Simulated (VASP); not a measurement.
All values below come from LDA (Ceperley-Alder, Perdew-Zunger), VASP's LDA PAW potentials (set 64) (plane waves; VASP 6.6.1).

The input files of a VASP run:

### POSCAR
```
SrO
1
    0.0000000000     2.5837850000     2.5837850000
    2.5837850000     0.0000000000     2.5837850000
    2.5837850000     2.5837850000     0.0000000000
Sr O
1 1
Direct
  0.5000000000   0.5000000000   0.5000000000
  0.0000000000   0.0000000000   0.0000000000
```

INCAR:
```
! general
SYSTEM  = SrO
PREC    = Accurate
ENCUT   = 520
LREAL   = .FALSE.
LASPH   = .TRUE.

! electronic loop
EDIFF   = 1E-6
NELM    = 100
ALGO    = Normal
LMAXMIX = 4

! smearing
ISMEAR  = 0
SIGMA   = 0.05

! ions
IBRION  = 2
NSW     = 60
ISIF    = 3
EDIFFG  = -0.01

! output
LWAVE   = .FALSE.
LCHARG  = .FALSE.
```

**KPOINTS**
```
kpoints
0
Gamma
 8 8 8
```

POTCAR, in this order: Sr_sv O (LDA.64 set). Program: vasp_std.

The resulting files:

File OSZICAR:
```
       N       E                     dE             d eps       ncg     rms          rms(c)
DAV:   1     0.668046502044E+02    0.66805E+02   -0.81925E+03   696   0.127E+03
DAV:   2    -0.120141084173E+02   -0.78819E+02   -0.74017E+02   948   0.247E+02
DAV:   3    -0.155063272412E+02   -0.34922E+01   -0.34781E+01  1116   0.479E+01
DAV:   4    -0.155399126657E+02   -0.33585E-01   -0.33575E-01   876   0.397E+00
DAV:   5    -0.155403067996E+02   -0.39413E-03   -0.39412E-03   980   0.334E-01    0.171E+01
DAV:   6    -0.135691940466E+02    0.19711E+01   -0.10305E+01   800   0.240E+01    0.205E+01
DAV:   7    -0.134066633589E+02    0.16253E+00   -0.66146E-01   884   0.724E+00    0.115E+01
DAV:   8    -0.133610154097E+02    0.45648E-01   -0.15626E-01   736   0.414E+00    0.116E+00
DAV:   9    -0.133605688378E+02    0.44657E-03   -0.89029E-03  1132   0.783E-01    0.255E-01
DAV:  10    -0.133606203196E+02   -0.51482E-04   -0.68378E-04   800   0.267E-01    0.102E-01
DAV:  11    -0.133606283650E+02   -0.80454E-05   -0.96860E-05   852   0.908E-02    0.222E-02
DAV:  12    -0.133606289180E+02   -0.55299E-06   -0.89423E-06   816   0.300E-02
   1 F= -.13360629E+02 E0= -.13360629E+02  d E =-.133606E+02
       N       E                     dE             d eps       ncg     rms          rms(c)
DAV:   1    -0.140579354682E+02   -0.69731E+00   -0.14580E+01   844   0.381E+01    0.106E+01
DAV:   2    -0.135019890611E+02    0.55595E+00   -0.22680E+00   732   0.132E+01    0.238E+00
DAV:   3    -0.133908811730E+02    0.11111E+00   -0.29021E-01   956   0.579E+00    0.140E+00
DAV:   4    -0.133750242968E+02    0.15857E-01   -0.13553E-01  1068   0.283E+00    0.109E+00
DAV:   5    -0.133795301193E+02   -0.45058E-02   -0.23211E-03  1012   0.490E-01    0.489E-01
DAV:   6    -0.133823623655E+02   -0.28322E-02   -0.39329E-03  1092   0.386E-01    0.110E-01
DAV:   7    -0.133826003112E+02   -0.23795E-03   -0.53833E-04  1228   0.179E-01    0.669E-02
DAV:   8    -0.133825904258E+02    0.98854E-05   -0.27004E-05   776   0.514E-02    0.128E-02
DAV:   9    -0.133825905601E+02   -0.13437E-06   -0.39922E-06   864   0.170E-02
   2 F= -.13382591E+02 E0= -.13382591E+02  d E =-.219616E-01
       N       E                     dE             d eps       ncg     rms          rms(c)
DAV:   1    -0.134516839179E+02   -0.69093E-01   -0.13677E+00   816   0.115E+01    0.255E+00
DAV:   2    -0.134005242161E+02    0.51160E-01   -0.22853E-01   780   0.427E+00    0.702E-01
DAV:   3    -0.133896854861E+02    0.10839E-01   -0.26167E-02   896   0.181E+00    0.863E-01
DAV:   4    -0.133880060490E+02    0.16794E-02   -0.11354E-02  1076   0.835E-01    0.629E-01
DAV:   5    -0.133885900125E+02   -0.58396E-03   -0.76397E-04  1052   0.224E-01    0.232E-01
DAV:   6    -0.133887881600E+02   -0.19815E-03   -0.96613E-04  1120   0.210E-01    0.234E-02
DAV:   7    -0.133887867111E+02    0.14489E-05   -0.77751E-06   768   0.301E-02    0.929E-03
DAV:   8    -0.133887866723E+02    0.38793E-07   -0.15135E-06   696   0.110E-02
   3 F= -.13388787E+02 E0= -.13388787E+02  d E =-.281578E-01
```

**OUTCAR**
```
------------------------ aborting loop because EDIFF is reached ----------------------------------------
  FORCE on cell =-STRESS in cart. coord.  units (eV):
  Direction    XX          YY          ZZ          XY          YZ          ZX
  --------------------------------------------------------------------------------------
  Total        0.0006771      0.0006771      0.0006771     -0.0000000     -0.0000000      0.0000000
  in kB        0.0331452      0.0331452      0.0331452     -0.0000000     -0.0000000      0.0000000
  external PRESSURE =       0.0331452 kB  Pullay stress =       0.0000000 kB
  volume of cell :       32.73
      direct lattice vectors                 reciprocal lattice vectors
     0.000000000  2.538837972  2.538837972    -0.196940492  0.196940492  0.196940492
     2.538837972  0.000000000  2.538837972     0.196940492 -0.196940492  0.196940492
     2.538837972  2.538837972 -0.000000000     0.196940492  0.196940492 -0.196940492
  FREE ENERGIE OF THE ION-ELECTRON SYSTEM (eV)
  ---------------------------------------------------
  free  energy   TOTEN  =       -13.3887866723 eV

  energy  without entropy=      -13.3887866723  energy(sigma->0) =      -13.38878667

 reached required accuracy - stopping structural energy minimisation
```
(Selected blocks of OUTCAR.)

File CONTCAR:
```
SrO
   1.00000000000000
     0.0000000000000000    2.5388379720008203    2.5388379720008203
     2.5388379720008203    0.0000000000000000    2.5388379720008203
     2.5388379720008203    2.5388379720008203   -0.0000000000000000
  Sr              O
     1     1
Direct
     0.5000000000000000    0.5000000000000000    0.5000000000000000
     0.0000000000000000    0.0000000000000000    0.0000000000000000
```

Energy and stress use the plane-wave basis of the starting cell.

The structure comes from a computed database's SrO entry (Fm-3m); how it stands against other phases isn't given here. This run relaxes it. Symmetry was kept, so distortions that lower it aren't found.
